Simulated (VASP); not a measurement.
All values below come from r2SCAN meta-GGA, VASP's PBE PAW potentials (set 64) (plane waves; VASP 6.6.1).

A VASP calculation is set up with these files.

### INCAR
```
! general
SYSTEM   =  RuAl
PREC     =  Accurate
ENCUT    =  400
LREAL    =  .FALSE.
LASPH    =  .TRUE.

! electronic loop
EDIFF    =  1E-6
NELM     =  100
ALGO     =  Normal
LMAXMIX  =  4
LMIXTAU  =  .TRUE.

! smearing
ISMEAR   =  1
SIGMA    =  0.1

! functional
METAGGA  =  R2SCAN

! ions
IBRION   =  2
NSW      =  60
ISIF     =  3
EDIFFG   =  -0.01

! output
LWAVE    =  .FALSE.
LCHARG   =  .FALSE.
```

File POSCAR:
```
RuAl
1.0
  2.9900000000   0.0000000000   0.0000000000
  0.0000000000   2.9900000000   0.0000000000
  0.0000000000   0.0000000000   2.9900000000
Al Ru
1 1
Cartesian
  1.4950000000   1.4950000000   1.4950000000
  0.0000000000   0.0000000000   0.0000000000
```

### KPOINTS
```
Automatic mesh
0
Gamma
11 11 11
0 0 0
```

POTCAR, in this order: Al Ru_pv (PBE.64 set). Program: vasp_std.

Output

### OSZICAR
```
       N       E                     dE             d eps       ncg     rms          rms(c)
DAV:   1     0.729429632568E+02    0.72943E+02   -0.85340E+03  1408   0.112E+03
DAV:   2    -0.367625021341E+02   -0.10971E+03   -0.10542E+03  1456   0.319E+02
DAV:   3    -0.388494126030E+02   -0.20869E+01   -0.19915E+01  1592   0.451E+01
DAV:   4    -0.388735954746E+02   -0.24183E-01   -0.24145E-01  1680   0.468E+00
DAV:   5    -0.388742029562E+02   -0.60748E-03   -0.60742E-03  1800   0.548E-01    0.155E+01
DAV:   6    -0.335970824330E+02    0.52771E+01   -0.75145E+00  1400   0.362E+01    0.391E+00
DAV:   7    -0.335679575933E+02    0.29125E-01   -0.82500E-01  1416   0.110E+01    0.198E+00
DAV:   8    -0.335930321788E+02   -0.25075E-01   -0.30934E-02  1384   0.209E+00    0.886E-01
DAV:   9    -0.336000368884E+02   -0.70047E-02   -0.32479E-02  1396   0.202E+00    0.463E-01
DAV:  10    -0.336009085780E+02   -0.87169E-03   -0.31321E-03  1512   0.661E-01    0.203E-01
DAV:  11    -0.336006748768E+02    0.23370E-03   -0.11069E-03  1536   0.419E-01    0.383E-02
DAV:  12    -0.336008000577E+02   -0.12518E-03   -0.30846E-04  1428   0.228E-01    0.825E-03
DAV:  13    -0.336008432410E+02   -0.43183E-04   -0.28507E-05  1540   0.702E-02    0.345E-03
DAV:  14    -0.336008442279E+02   -0.98687E-06   -0.58181E-07  1008   0.925E-03
   1 F= -.33600844E+02 E0= -.33600414E+02  d E =-.336008E+02
       N       E                     dE             d eps       ncg     rms          rms(c)
DAV:   1    -0.337687981610E+02   -0.16795E+00   -0.26127E+00  1388   0.232E+01    0.380E+00
DAV:   2    -0.336054339239E+02    0.16336E+00   -0.88251E-01  1412   0.115E+01    0.119E+00
DAV:   3    -0.335981128020E+02    0.73211E-02   -0.30322E-02  1400   0.207E+00    0.371E-01
DAV:   4    -0.335978296898E+02    0.28311E-03   -0.53619E-03  1408   0.539E-01    0.744E-02
DAV:   5    -0.335977928352E+02    0.36855E-04   -0.15342E-03  1376   0.524E-01    0.626E-02
DAV:   6    -0.335983402893E+02   -0.54745E-03   -0.80532E-04  1404   0.338E-01    0.217E-02
DAV:   7    -0.335984859203E+02   -0.14563E-03   -0.66050E-05  1612   0.857E-02    0.171E-02
DAV:   8    -0.335984950342E+02   -0.91139E-05   -0.31788E-05  1400   0.741E-02    0.857E-03
DAV:   9    -0.335984996342E+02   -0.46000E-05   -0.25411E-06  1504   0.181E-02    0.226E-03
DAV:  10    -0.335984993778E+02    0.25642E-06   -0.13884E-07   740   0.491E-03
   2 F= -.33598499E+02 E0= -.33598032E+02  d E =0.234485E-02
       N       E                     dE             d eps       ncg     rms          rms(c)
DAV:   1    -0.336690091102E+02   -0.70509E-01   -0.10278E+00  1388   0.147E+01    0.216E+00
DAV:   2    -0.336052641516E+02    0.63745E-01   -0.35419E-01  1404   0.722E+00    0.636E-01
DAV:   3    -0.336020154854E+02    0.32487E-02   -0.11819E-02  1404   0.129E+00    0.173E-01
DAV:   4    -0.336019344965E+02    0.80989E-04   -0.19843E-03  1428   0.333E-01    0.468E-02
DAV:   5    -0.336018963142E+02    0.38182E-04   -0.58180E-04  1368   0.327E-01    0.344E-02
DAV:   6    -0.336020799003E+02   -0.18359E-03   -0.35223E-04  1400   0.219E-01    0.144E-02
DAV:   7    -0.336021551344E+02   -0.75234E-04   -0.19004E-05  1604   0.445E-02    0.981E-03
DAV:   8    -0.336021736209E+02   -0.18487E-04   -0.12935E-05  1388   0.471E-02    0.443E-03
DAV:   9    -0.336021751207E+02   -0.14997E-05   -0.60875E-07   724   0.112E-02    0.176E-03
DAV:  10    -0.336021753297E+02   -0.20899E-06   -0.11951E-07   700   0.418E-03
   3 F= -.33602175E+02 E0= -.33601731E+02  d E =-.133110E-02
```

### OUTCAR
```
------------------------ aborting loop because EDIFF is reached ----------------------------------------
  FORCE on cell =-STRESS in cart. coord.  units (eV):
  Direction    XX          YY          ZZ          XY          YZ          ZX
  --------------------------------------------------------------------------------------
  Total       -0.0025374     -0.0025374     -0.0025374     -0.0000000     -0.0000000     -0.0000000
  in kB       -0.1533659     -0.1533659     -0.1533659     -0.0000000     -0.0000000     -0.0000000
  external PRESSURE =      -0.1533659 kB  Pullay stress =       0.0000000 kB
  volume of cell :       26.51
      direct lattice vectors                 reciprocal lattice vectors
     2.981631899 -0.000000000 -0.000000000     0.335386806  0.000000000  0.000000000
    -0.000000000  2.981631899 -0.000000000     0.000000000  0.335386806  0.000000000
     0.000000000 -0.000000000  2.981631899     0.000000000  0.000000000  0.335386806
 POSITION                                       TOTAL-FORCE (eV/Angst)
 -----------------------------------------------------------------------------------
      1.49082      1.49082      1.49082        -0.000000     -0.000000      0.000000
      0.00000      0.00000      0.00000         0.000000      0.000000      0.000000
 -----------------------------------------------------------------------------------
    total drift:                               -0.000000      0.000000      0.000000
  FREE ENERGIE OF THE ION-ELECTRON SYSTEM (eV)
  ---------------------------------------------------
  free  energy   TOTEN  =       -33.6021753297 eV

  energy  without entropy=      -33.6008435420  energy(sigma->0) =      -33.60173140

 reached required accuracy - stopping structural energy minimisation
```
(Selected blocks of OUTCAR.)

### CONTCAR
```
RuAl
   1.00000000000000
     2.9816318993304791   -0.0000000000000000   -0.0000000000000000
    -0.0000000000000000    2.9816318993304791   -0.0000000000000000
     0.0000000000000000   -0.0000000000000000    2.9816318993304791
  Al              Ru
     1     1
Direct
     0.5000000000000000    0.5000000000000000    0.5000000000000000
     0.0000000000000000    0.0000000000000000    0.0000000000000000
```

The compound is RuAl in the CsCl type structure. This run relaxes it. Symmetry was kept, so distortions that lower it aren't found. The electron count is odd and the run is not spin-polarised, which forces a metal.
